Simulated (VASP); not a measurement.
A VASP calculation is set up with these files.

POSCAR:
```
PbTe
1
   -0.0000000000     3.2660183186     3.2660183186
    3.2660183186    -0.0000000000     3.2660183186
    3.2660183186     3.2660183186    -0.0000000000
Te Pb
1 1
Direct
  0.5000000000   0.5000000000   0.5000000000
  0.0000000000   0.0000000000   0.0000000000
```

### KPOINTS
```
Automatic mesh
0
Gamma
6 6 6
0 0 0
```

**INCAR**
```
# general
SYSTEM  = PbTe
PREC    = Accurate
ENCUT   = 400
LREAL   = .FALSE.
LASPH   = .TRUE.

# electronic loop
EDIFF   = 1E-6
NELM    = 100
ALGO    = Normal
LMAXMIX = 4
LMIXTAU = .TRUE.

# smearing
ISMEAR  = 0
SIGMA   = 0.05

# functional
METAGGA = R2SCAN

# ions
IBRION  = 2
NSW     = 60
ISIF    = 3
EDIFFG  = -0.01

# output
LWAVE   = .FALSE.
LCHARG  = .FALSE.
```

POTCAR, in this order: Te Pb_d (PBE.64 set). Program: vasp_std.

**Question.** Translate this r2SCAN calculation to Ansatz.

**Answer.** One equivalent input (not run):
Ansatz 0.2 input:
```yaml
crystal:
  lattice:
    - [0.0000000, 3.2660183, 3.2660183]
    - [3.2660183, 0.0000000, 3.2660183]
    - [3.2660183, 3.2660183, 0.0000000]
  atoms:
    - { symbol: Te, position: [0.5000000, 0.5000000, 0.5000000] }
    - { symbol: Pb, position: [0.0000000, 0.0000000, 0.0000000] }
kpoints:
  mp_grid: { grid: [6, 6, 6] }
hamiltonian:
  xc: r2scan
  pseudopotentials: { kind: paw }
scf:
  occupations: { method: gaussian, width: 0.05 }
  max_iter: 100
relax:
  max_steps: 60
  f_tol: 0.01
  cell: {}
output: { forces: true, stress: true, eigenvalues: true }
```
Limits of the translation: each code has its own PAW files, so the cut-off isn't converted (ENCUT is set for VASP's; basis.ecutwfc is left out, and Ansatz then takes the one that its files recommend); Ansatz stops its SCF on the density residual and VASP on the energy change (EDIFF).

The compound is PbTe in the rock salt structure. This run relaxes it. Symmetry was kept, so distortions that lower it aren't found. The start is the result of an earlier pass.
